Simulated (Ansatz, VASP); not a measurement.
# BSe: VASP beside Ansatz

Aim: how closely do two programs agree when they are given the same cell, functional and k mesh? The cell is generated by rule, not measured, and may not be a known phase. The cell is taken from a series of runs on this material, whose earlier steps may have relaxed, scaled, displaced or heated it; both programs get it as it stands.

Method: plane waves, with VASP 6.6.1 beside it; PBEsol, in Ansatz 0.2.0.

The structure was built from a prototype and need not be the compound's stable phase.

## (1) Starting point

Symmetry: R-3m, No. 166, trigonal system. Conventional cell: a = 3.373 Å, b = 3.373 Å, c = 22.435 Å, α = 90.00°, β = 90.00°, γ = 120.00°. B has 3 Se at 2.19 Å nearest. Nearest to Se lie 3 B at 2.19 Å. Farther neighbours and most contacts between anions are not listed.

As a file:

```cif
data_structure
_symmetry_space_group_name_H-M 'R-3m:H'
_symmetry_Int_Tables_number 166
_cell_length_a 3.3732
_cell_length_b 3.3732
_cell_length_c 22.4350
_cell_angle_alpha 90.000
_cell_angle_beta 90.000
_cell_angle_gamma 120.000
_cell_volume 221.07
loop_
_atom_site_label
_atom_site_type_symbol
_atom_site_symmetry_multiplicity
_atom_site_Wyckoff_symbol
_atom_site_fract_x
_atom_site_fract_y
_atom_site_fract_z
_atom_site_occupancy
B1 B 6 c 0.00000 0.00000 0.94918 1
Se1 Se 6 c 0.33333 0.66667 0.90472 1
```

## (2) VASP: single point, PBEsol

A single point takes one fixed geometry, so differences don't come from the geometry; what else differs is listed under the comparison.

Lines of VASP's logs that name or quote its potential files are left out, and so is its time.

Contents of INCAR:

```
SYSTEM = BSe
PREC = Accurate
ENCUT = 500
EDIFF = 1E-06
NELM = 120
ISMEAR = 0
SIGMA = 0.1
LREAL = .FALSE.
ALGO = Normal
GGA = PS
NBANDS = 15
LORBIT = 11
LWAVE = .FALSE.
LCHARG = .FALSE.
ISIF = 2
LASPH = .TRUE.
GGA_COMPAT = .FALSE.
EFERMI = MIDGAP
```

Contents of POSCAR:

```
BSe
1.0
    1.6865800000      0.9737500000      7.4783200000
   -1.6865800000      0.9737500000      7.4783200000
    0.0000000000     -1.9475000000      7.4783200000
B Se
2 2
Direct
    0.9491758100      0.9491758100      0.9491758100
    0.0508241900      0.0508241900      0.0508241900
    0.2380518700      0.2380518700      0.2380518700
    0.7619481300      0.7619481300      0.7619481300
```

Contents of KPOINTS:

```
Automatic mesh
0
Gamma
6 6 6
0 0 0
```

PAW data sets: B and Se (PBE family, release 64).

On the command line:

```sh
$ mpirun -np 1 vasp_std
```

Numbers of over 12 decimals in the logs are rounded to 6 here.

The program printed:

```text
[banner, memory and clock lines left out]
running    1 mpi-ranks, on    1 nodes
 distrk:  each k-point on    1 cores,    1 groups
 distr:  one band on    1 cores,    1 groups

 POSCAR found type information on POSCAR B Se
 POSCAR found :  2 types and       4 ions
|                                                                             |
|               ----> ADVICE to this user running VASP <----                  |
|                                                                             |
|     You enforced a specific xc type in the INCAR file but a different       |
|     [... a line on the potential file left out ...]
|     I HOPE YOU KNOW WHAT YOU ARE DOING!                                     |
|                                                                             |

 LDA part: xc-table for (Slater+PW92), standard interpolation
 POSCAR, INCAR and KPOINTS ok, starting setup
 FFT: planning ... GRIDC
 FFT: planning ... GRID_SOFT
 FFT: planning ... GRID
 WAVECAR not read
 entering main loop
       N       E                     dE             d eps       ncg     rms          rms(c)
DAV:   1     0.586676702804E+02    0.58668E+02   -0.73311E+03   960   0.981E+02
DAV:   2    -0.168622189548E+02   -0.75530E+02   -0.71126E+02  1341   0.160E+02
DAV:   3    -0.210244315286E+02   -0.41622E+01   -0.41435E+01  1184   0.406E+01
DAV:   4    -0.210682845556E+02   -0.43853E-01   -0.43782E-01  1303   0.437E+00
DAV:   5    -0.210687893776E+02   -0.50482E-03   -0.50470E-03  1207   0.445E-01    0.665E+00
DAV:   6    -0.206474123559E+02    0.42138E+00   -0.75320E-01  1061   0.594E+00    0.323E+00
DAV:   7    -0.206132742579E+02    0.34138E-01   -0.18332E-01  1226   0.245E+00    0.171E+00
DAV:   8    -0.206027587813E+02    0.10515E-01   -0.34688E-02  1121   0.113E+00    0.167E-01
DAV:   9    -0.206021490049E+02    0.60978E-03   -0.23406E-03  1276   0.354E-01    0.791E-02
DAV:  10    -0.206022728560E+02   -0.12385E-03   -0.83574E-04  1107   0.154E-01    0.221E-02
DAV:  11    -0.206022655160E+02    0.73400E-05   -0.27266E-05  1296   0.319E-02    0.108E-02
DAV:  12    -0.206022712812E+02   -0.57652E-05   -0.12629E-05  1100   0.215E-02    0.316E-03
DAV:  13    -0.206022713678E+02   -0.86568E-07   -0.19926E-07   816   0.289E-03
   1 F= -.20602271E+02 E0= -.20602271E+02  d E =-.668268E-08
```

From OUTCAR (step 2):

```text
ion  position               nearest neighbor table
   1  0.949  0.949  0.949-   3 2.19   3 2.19   3 2.19
   2  0.051  0.051  0.051-   4 2.19   4 2.19   4 2.19
   3  0.238  0.238  0.238-   1 2.19   1 2.19   1 2.19
   4  0.762  0.762  0.762-   2 2.19   2 2.19   2 2.19

  LATTYP: Found a trigonal (rhomboedric) cell.
 ALAT       =     7.7277429552
 COS(alpha) =     0.9047334967

 Subroutine GETGRP returns: Found 12 space group operations
 (whereof 12 operations were pure point group operations)

The static configuration has the point symmetry D_3d.

 Found     32 irreducible k-points:

   k-points           NKPTS =     32   k-points in BZ     NKDIM =     32   number of bands    NBANDS=     15

   dimension x,y,z NGX =    56 NGY =   56 NGZ =   56
   dimension x,y,z NGXF=   112 NGYF=  112 NGZF=  112

   ENCUT  =  500.0 eV  36.75 Ry    6.06 a.u.  14.09 14.09 14.09*2*pi/ulx,y,z

   NELECT =      18.0000    total number of electrons

 k-points in reciprocal lattice and weights: Automatic mesh
   0.00000000  0.00000000  0.00000000       0.005
   0.16666667 -0.00000000  0.00000000       0.028
   0.33333333 -0.00000000  0.00000000       0.028
   0.50000000 -0.00000000  0.00000000       0.014
   0.16666667  0.16666667  0.00000000       0.028
   0.33333333  0.16666667  0.00000000       0.056
   0.50000000  0.16666667  0.00000000       0.056
  -0.33333333  0.16666667 -0.00000000       0.056
  -0.16666667  0.16666667  0.00000000       0.028
[...]
-0.33333333  0.50000000  0.33333333       0.028
   0.50000000  0.50000000  0.50000000       0.005

 average (electrostatic) potential at core
       1 -30.4513       2 -30.4513       3 -55.4799       4 -55.4799

 E-fermi :   3.9893

 k-point     1 :       0.0000    0.0000    0.0000
  band No.  band energies     occupation
    ...
      5       1.9472      2.00000
      6       1.9898      2.00000
      7       1.9898      2.00000
      8       2.0775      2.00000
      9       2.0775      2.00000
     10       5.7307      0.00000
     11       5.8979      0.00000
     12       6.5838      0.00000
     13       6.5838      0.00000
     14       7.3122      0.00000
    ...

 k-point     2 :       0.1667   -0.0000    0.0000
  band No.  band energies     occupation
    ...
      5      -0.2166      2.00000
      6       0.4828      2.00000
      7       1.3283      2.00000
      8       1.4615      2.00000
      9       2.2352      2.00000
     10       5.7460      0.00000
     11       6.2585      0.00000
     12       7.4072      0.00000
     13       7.5455      0.00000
     14       8.1662      0.00000
    ...

 k-point     3 :       0.3333   -0.0000    0.0000
  band No.  band energies     occupation
    ...
      5      -1.7438      2.00000
      6       0.4287      2.00000
      7       0.4714      2.00000
      8       0.5695      2.00000
      9       2.1250      2.00000
     10       5.0232      0.00000
     11       5.4528      0.00000
     12       6.4516      0.00000
     13       8.3009      0.00000
     14       8.6935      0.00000
    ...

  Total       -5.0580330     -5.0580599     -9.8909592      0.0000000      0.0000000      0.0000000
  in kB     -109.9721035   -109.9726869   -215.0499170      0.0000000      0.0000000      0.0000000
  external PRESSURE =    -144.9982358 kB  Pullay stress =       0.0000000 kB

  energy-cutoff  :      500.00
  volume of cell :       73.69
      direct lattice vectors                 reciprocal lattice vectors
     1.686580000  0.973750000  7.478320000     0.296457921  0.171159606  0.044573291
    -1.686580000  0.973750000  7.478320000    -0.296457921  0.171159606  0.044573291
     0.000000000 -1.947500000  7.478320000     0.000000000 -0.342319213  0.044573291

 POSITION                                       TOTAL-FORCE (eV/Angst)
 -----------------------------------------------------------------------------------
      0.00000      0.00000     21.29472         0.000000     -0.000000      1.555196
      0.00000      0.00000      1.14024         0.000000      0.000000     -1.555196
      0.00000      0.00000      5.34068         0.000000     -0.000000      1.668787
      0.00000      0.00000     17.09428         0.000000     -0.000000     -1.668787
 -----------------------------------------------------------------------------------
    total drift:                                0.000000     -0.000000      0.000000

  FREE ENERGIE OF THE ION-ELECTRON SYSTEM (eV)
  ---------------------------------------------------
  free  energy   TOTEN  =       -20.6022713678 eV

  energy  without entropy=      -20.6022713611  energy(sigma->0) =      -20.60227136

 total charge
# of ion       s       p       d       tot
------------------------------------------
    1        0.641   0.879   0.000   1.520
    2        0.641   0.879   0.000   1.520
    3        1.465   2.301   0.055   3.821
    4        1.465   2.301   0.055   3.821
--------------------------------------------------
tot          4.212   6.360   0.110  10.682

[... 3 further parts left out ...]
```

The run ends at a pressure of -14.50 GPa, with forces up to 1.7 eV/Å.

## (3) Ansatz: single point, PBEsol

Ansatz runs on its default PAW (the set named soft_2) files.

The same cell, functional, mesh and smearing now go to Ansatz, which takes its cutoff from its data sets.

Contents of input.yaml:

```yaml
crystal:
  lattice:
    - [1.68658, 0.97375, 7.47832]
    - [-1.68658, 0.97375, 7.47832]
    - [0.0, -1.9475, 7.47832]
  atoms:
    - { symbol: B, position: [0.94917581, 0.94917581, 0.94917581] }
    - { symbol: B, position: [0.05082419, 0.05082419, 0.05082419] }
    - { symbol: Se, position: [0.23805187, 0.23805187, 0.23805187] }
    - { symbol: Se, position: [0.76194813, 0.76194813, 0.76194813] }
kpoints:
  mp_grid: { grid: [6, 6, 6] }
hamiltonian:
  xc: pbesol
scf:
  occupations: { method: gaussian, width: 0.1 }
output:
  forces: true
  stress: true
  eigenvalues: true
```

On the command line:

```sh
$ ansatz run input.yaml --threads 8 --pin off --max-ram 14336MiB --backend cpu --events-out ev --progress --plain --runs-dir out
```

The program printed:

```text
basis.fft_grid_basis auto: the FFT boxes are laid along the combinations [[1, 0, -1], [0, 1, -1], [0, 0, 1]] of the cell's own vectors, 3.373, 3.373 and 7.728 Å long. The dense box has 24×24×54 points. Along the cell's own vectors, as sized, it would have 54×54×54, 5.06 times as many. Of the 12 symmetry operations that the crystal satisfies within crystal.symmetry.tolerance (time reversal apart; of a slab, those that [...]
Engine: ansatz 0.2.0, aarch64-unknown-linux-gnu
Pseudopotentials: kind: paw
Pseudopotential: B, paw, valence charge 3, recommended cutoff 420 eV (normal), B.paw.azcp
Pseudopotential: Se, paw, valence charge 16, recommended cutoff 420 eV (normal), Se.paw.azcp
Functional definition: PBEsol
  exchange = pbesol_x
  correlation = pbesol_c
Crystal: 4 atoms, lattice volume = 73.690 Å³
Basis set: ecut = 420 eV, 1441 PW (Γ), FFT grids on a1−a3, a2−a3, a3, exchange–correlation on 48×48×108 points (8 copies of the dense FFT grid, shifted against one another)
Bands: 23, of which v1, the nominal top of the filled ones, is band 19 counted from 1 (18 counted from 0)
Symmetry: 12 space group operations
Space group: R-3m (ITA 166), of the structure as read, at distance tolerance 4.2e-5 Å
k-points: 32 of 216
Non-local potential: B, projectors of the file, l = 0: 2, l = 1: 2, l = 2: 1
Non-local potential: Se, projectors of the file, l = 0: 2, l = 1: 2, l = 2: 3, l = 3: 1
PAW form: soft (Blöchl's): semilocal exchange-correlation on the pseudo side does not see the compensation charge
PAW frozen core: B, regenerated for the run's functional, and the local potential with it (the file was generated under x = pbe(κ = 0.804, μ = 0.219515), c = pbe(β = 0.066725))
PAW frozen core: Se, regenerated for the run's functional, and the local potential with it (the file was generated under x = pbe(κ = 0.804, μ = 0.219515), c = pbe(β = 0.066725))
PAW one-centre angular grid: B, 110 points (default); XC on 64 Gauss nodes
PAW one-centre angular grid: Se, 590 points (default); XC on 64 Gauss nodes
Initial density: superposition of atomic densities (neutral atoms: chi_scale 0, normalization atom), corrected by the library's trained network
Initial wavefunctions: pseudopotential atomic-orbital guess
Functional: x = pbesol(κ = 0.804, μ = 0.123457), c = pbesol(β = 0.046)
SCF iter   1: F=—  HF=-11152.573494 eV  |F-HF|=—  |Δ(HF+E_count)|=         —  Δρ=6.09e-3  dr2=5.14e-2  ethr=1.77e-3  ⟨swp⟩=5.1  Hψ=3049  notcnv=0
preconditioner: auto → Resta (q_TF=auto, 2.443 Å⁻¹)  ε∞=4.6  [insulator: Δε(μ)=0.693 eV  Ē_g=9.704 eV  σ=0.100 eV  W_gap=1.00  n_scr=22 (ndim 8)  ℏωp=18.4 eV  f_vac=0.026  D(μ)=0.00/eV (n_scr^D=0)  ε∞_Penn≈4.6]
SCF iter   2: F=—  HF=-11152.563192 eV  |F-HF|=—  |Δ(HF+E_count)|=   1.03e-2  Δρ=1.88e-3  dr2=4.04e-3  ethr=1.35e-4  ⟨swp⟩=1.7  Hψ=1039  notcnv=0
SCF iter   3: F=—  HF=-11152.562447 eV  |F-HF|=—  |Δ(HF+E_count)|=   7.44e-4  Δρ=9.27e-4  dr2=1.07e-3  ethr=1.06e-5  ⟨swp⟩=2.7  Hψ=1356  notcnv=0
SCF iter   4: F=—  HF=-11152.562366 eV  |F-HF|=—  |Δ(HF+E_count)|=   8.12e-5  Δρ=2.92e-4  dr2=1.46e-4  ethr=2.81e-6  ⟨swp⟩=2.8  Hψ=1260  notcnv=0
SCF iter   5: F=—  HF=-11152.562374 eV  |F-HF|=—  |Δ(HF+E_count)|=   8.16e-6  Δρ=1.11e-4  dr2=9.76e-6  ethr=3.84e-7  ⟨swp⟩=2.8  Hψ=1310  notcnv=0
SCF iter   6: F=—  HF=-11152.562385 eV  |F-HF|=—  |Δ(HF+E_count)|=   1.11e-5  Δρ=1.83e-5  dr2=2.95e-7  ethr=2.57e-8  ⟨swp⟩=2.0  Hψ=1001  notcnv=0
SCF iter   7: F=-11152.562386 eV  HF=-11152.562386 eV  |F-HF|=5.35e-9  |Δ(HF+E_count)|=   2.51e-7  Δρ=3.51e-6  dr2=9.30e-9  ethr=2.63e-10  ⟨swp⟩=5.1  Hψ=3231  notcnv=0
SCF 1 converged in 7 iterations: F = -11152.562386 eV  dr2 = 9.30e-9
  greatest PAW one-centre occupation: 1.000 electrons in one spin orbital (limit 2), on the Se atom at site 3 (counted from 0), in its partial waves of l = 2
SCF converged after 7 iterations
Free energy (F): -11152.562386 eV
Harris-Foulkes:  -11152.562386 eV  (|F-HF|=5.35e-9)
Internal energy: -11152.562386 eV  (E = F + TS)
E sigma→0 (E₀):  -11152.562386 eV
Fermi energy:    7.715371 eV
--- Per-component energies (eV) ---
  E_band       = -811.967264
  E_kinetic    = 315.418700
  E_local      = -5293.009621  (includes V_loc(G=0)·N_el)
  E_nonlocal   = -1160.524688
  E_hartree    = 2580.706661
  E_xc         = -264.092736
  E_vxc        = -263.989638  (∫ρ·V_xc dr)
  E_paw        = -3887.094352  (= ΣΔE_a)
  E_vpaw       = 428.722917  (= ΣTr[D̂ρ^β])
  E_aug_tail   = -0.001188  (compensation charges beyond the density's cutoff)
  E_ewald      = -3446.011484
  E_core_change = 2.046323  (= ΣΔE_core)
  E_smearing   = -0.000000  (= −TS)
  E_closure    = -0.000000  (closes the sum)
  Σ components = -11152.562386   (vs F -11152.562386, Δ=0.00e0)
--- Forces (eV/Å), atoms counted from 1 ---
  atom   1  B     -0.00000000    -0.00000000     1.53297665
  atom   2  B      0.00000000     0.00000000    -1.53297665
  atom   3  Se     0.00000000     0.00000000     1.69218580
  atom   4  Se    -0.00000000    -0.00000000    -1.69218580
  max |Σ_I F_I| component: 2.22e-16 eV/Å
--- Stress (GPa, compression-positive) ---
      -11.181797       0.000000       0.000000
        0.000000     -11.181797       0.000000
        0.000000       0.000000     -21.601964
  P = ⅓ Tr σ = -14.6552 GPa (-146.552 kbar)
--- Band table (eV; the first three rows and the last of 32) ---
  k-point 0: bands = [... 15 lower, 5.7189, 5.7189, 5.8057, 5.8057, 9.4581, 9.6303, 10.3145, 10.3145]
  k-point 1: bands = [... 15 lower, 4.2141, 5.0587, 5.1910, 5.9647, 9.4780, 9.9891, 11.1357, 11.2704]
  k-point 2: bands = [... 15 lower, 4.1603, 4.1970, 4.3001, 5.8539, 8.7526, 9.1859, 10.1851, 12.0274]
  k-point 31: bands = [... 15 lower, 5.6274, 5.9070, 5.9070, 7.3775, 9.2797, 9.6231, 10.3467, 10.3467]
```

The run ends at a pressure of -14.66 GPa, with forces up to 1.7 eV/Å.

## (4) Side by side

Known differences besides the potentials themselves: the data sets hold 38 valence electrons in Ansatz (on its default PAW (the set named soft_2) files) and 18 in VASP; the cutoff is 420 eV in Ansatz and 500 eV in VASP; Ansatz makes its cores anew for this functional, VASP keeps those of its PBE data sets. Total energies have different zeros and are not compared.

Both answers:

```tsv
quantity	Ansatz	VASP	difference
pressure (GPa)	-14.66	-14.50	-0.16
gap on the k mesh (eV)	0.691	0.687	+0.004
```

Forces (eV/Å; atoms numbered as in POSCAR):

```tsv
atom	Ansatz x, y, z	VASP x, y, z
B1	0.000, 0.000, 1.533	0.000, 0.000, 1.555
B2	0.000, 0.000, -1.533	0.000, 0.000, -1.555
Se3	0.000, 0.000, 1.692	0.000, 0.000, 1.669
Se4	0.000, 0.000, -1.692	0.000, 0.000, -1.669
```

The forces differ by 13 meV/Å r.m.s., which is 1.4 % of the r.m.s. force of 0.931 eV/Å (both taken over all components). A gap on the mesh is an upper bound, since the band edges may lie between its points.

## (5) Summary of results

```json
{
 "r.m.s. force difference (single point, PBEsol)": "1.4 % of the r.m.s. force"
}
```

The r.m.s. force difference is 1.4 % of the r.m.s. force (single point, PBEsol), within the 3 % picked in this series as the mark of a large difference. The data sets hold unlike numbers of valence electrons (38 in Ansatz and 18 in VASP), so part of the differences may come from the potentials. Such differences can come from data sets, numerical settings and the points named under the comparisons, not from the functional's error against experiment.

[Lines on the potential files, build, host, timing and source positions are cut from VASP's logs without a mark.]

[Logs are printed without paths, hosts, clocks, repeated set-up lines and the standing remarks that a program may print on its own settings, such as how far it seeks lower states.]

[Hosts, paths, dates, database ids (printed as entryN), source tags and the programs' standing remarks are cut or masked in the printed files.]
